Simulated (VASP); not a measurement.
# HfO2: band structure with HSE06

HfO2:

```
Hf O
1.0
     0.00000    2.53566    2.53566
     2.53566    0.00000    2.53566
     2.53566    2.53566    0.00000
Hf O
1 2
Direct
  0.00000 0.00000 0.00000
  0.25000 0.25000 0.25000
  0.75000 0.75000 0.75000
```

The cell was built by a generator and needn't be a form met in nature.

```
Program                            : VASP 6.6.1
Task                               : band structure
Functional                         : HSE06
Potentials or basis                : VASP PAW PBE potentials, release 64 (Hf_pv, O)
Cutoff                             : 520 eV
k mesh                             : 8 × 8 × 8
Occupations                        : gaussian, width 0.02 eV
Spin                               : no spin polarisation
Grid for exact exchange (PRECFOCK) : Fast
Screening parameter                : 0.2 1/A
Further INCAR settings             : ALGO = Normal; EDIFF = 1e-07
```

The pressure is -7.2 GPa. The band gap on the k mesh is 5.36 eV, direct and the band gap along the path is 5.36 eV, direct.

Levels at the corners of the path, in eV from the valence-band top:
| point | band 9 | band 10 | band 11 | band 12 | band 13 | band 14 |
| --- | --- | --- | --- | --- | --- | --- |
| Γ | -0.67 | -0.67 | -0.67 | 5.49 | 5.49 | 7.43 |
| X | -1.64 | -1.64 | 0.00 | 5.36 | 7.28 | 8.30 |
| X | -1.64 | -1.64 | 0.00 | 5.36 | 7.28 | 8.30 |
| W | -2.79 | -1.49 | -0.23 | 6.45 | 6.89 | 8.75 |
| W | -2.79 | -1.49 | -0.23 | 6.45 | 6.89 | 8.75 |
| K | -2.41 | -1.43 | -0.36 | 5.92 | 7.18 | 8.60 |
| K | -2.41 | -1.43 | -0.36 | 5.92 | 7.18 | 8.60 |
| Γ | -0.67 | -0.67 | -0.67 | 5.49 | 5.49 | 7.43 |
| Γ | -0.67 | -0.67 | -0.67 | 5.49 | 5.49 | 7.43 |
| L | -2.95 | -2.02 | -2.02 | 6.26 | 6.26 | 8.68 |
| L | -2.95 | -2.02 | -2.02 | 6.26 | 6.26 | 8.68 |
| U | -2.41 | -1.43 | -0.36 | 5.92 | 7.18 | 8.60 |
| U | -2.41 | -1.43 | -0.36 | 5.92 | 7.18 | 8.60 |
| W | -2.79 | -1.49 | -0.23 | 6.45 | 6.89 | 8.75 |
| W | -2.79 | -1.49 | -0.23 | 6.45 | 6.89 | 8.75 |
| L | -2.95 | -2.02 | -2.02 | 6.26 | 6.26 | 8.68 |
| L | -2.95 | -2.02 | -2.02 | 6.26 | 6.26 | 8.68 |
| K | -2.41 | -1.43 | -0.36 | 5.92 | 7.18 | 8.60 |
| U | -2.41 | -1.43 | -0.36 | 5.92 | 7.18 | 8.60 |
| X | -1.64 | -1.64 | 0.00 | 5.36 | 7.28 | 8.30 |

It took 49 min on 4 MPI ranks on Intel(R) Xeon(R) 6975P-C (Granite Rapids) (shared host), peak memory 0.39 GiB a rank.

Caveat: the PAW data sets were made with another functional, which shifts forces and pressure a little; spin-orbit coupling is left out, which moves the levels of the heavy elements.
